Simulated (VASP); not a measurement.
Input for VASP

INCAR:
```
! general
SYSTEM  = BeSe
PREC    = Accurate
ENCUT   = 300   ! plane-wave cut-off (eV)
LREAL   = .FALSE.   ! projection in real space or not
LASPH   = .TRUE.   ! aspherical one-centre terms

! electronic loop
EDIFF   = 1E-6   ! SCF stop (eV)
NELM    = 100   ! most electronic steps
ALGO    = Normal   ! blocked Davidson
LMAXMIX = 4   ! l cut-off of mixed one-centre charges

! smearing
ISMEAR  = 0   ! Gaussian
SIGMA   = 0.01   ! width (eV)

! functional
GGA     = PE   ! PBE

! ions
ISIF    = 2   ! forces and stress, cell fixed

! output
LWAVE   = .FALSE.
LCHARG  = .FALSE.
```

**KPOINTS**
```
Automatic mesh
0
Gamma
27 27 27
0 0 0
```

**POSCAR**
```
BeSe
1
    0.0000000000     2.5488280000     2.5488280000
    2.5488280000     0.0000000000     2.5488280000
    2.5488280000     2.5488280000     0.0000000000
Be Se
1 1
Direct
  0.0000000000   0.0000000000   0.0000000000
  0.2500000000   0.2500000000   0.2500000000
```

POTCAR, in this order: Be Se (PBE.64 set). Program: vasp_std.

Problem. Translate this PBE calculation to Quantum ESPRESSO's pw.x.

Solution. One equivalent input (not run):
```
&CONTROL
  calculation = 'scf'
  pseudo_dir = './pseudo'
  outdir = './out'
  tprnfor = .true.
  tstress = .true.
/
&SYSTEM
  ibrav = 0
  nat = 2
  ntyp = 2
  ecutwfc = 88
  occupations = 'smearing'
  smearing = 'gaussian'
  degauss = 0.000735
  input_dft = 'pbe'
/
&ELECTRONS
  conv_thr = 7.3e-08
  electron_maxstep = 100
/
ATOMIC_SPECIES
  Be 9.012 Be.upf
  Se 78.971 Se.upf
CELL_PARAMETERS angstrom
     0.0000000    2.5488280    2.5488280
     2.5488280    0.0000000    2.5488280
     2.5488280    2.5488280    0.0000000
ATOMIC_POSITIONS crystal
  Be   0.0000000  0.0000000  0.0000000
  Se   0.2500000  0.2500000  0.2500000
K_POINTS automatic
  27 27 27 0 0 0
```
Limits of the translation: the potentials are each code's own (VASP's PAW set, PseudoDojo norm-conserving files in pw.x), so ENCUT and ecutwfc are chosen apart and not converted; conv_thr bounds pw.x's estimated SCF error, while EDIFF bounds the energy change between steps.

The structure comes from a computed database's BeSe entry; how it stands against other phases isn't given here. The cell was not relaxed at this level. The run is one of a series of settings (KPOINTS 27×27×27 Γ-centred mesh against the base run), some of them coarse on purpose.
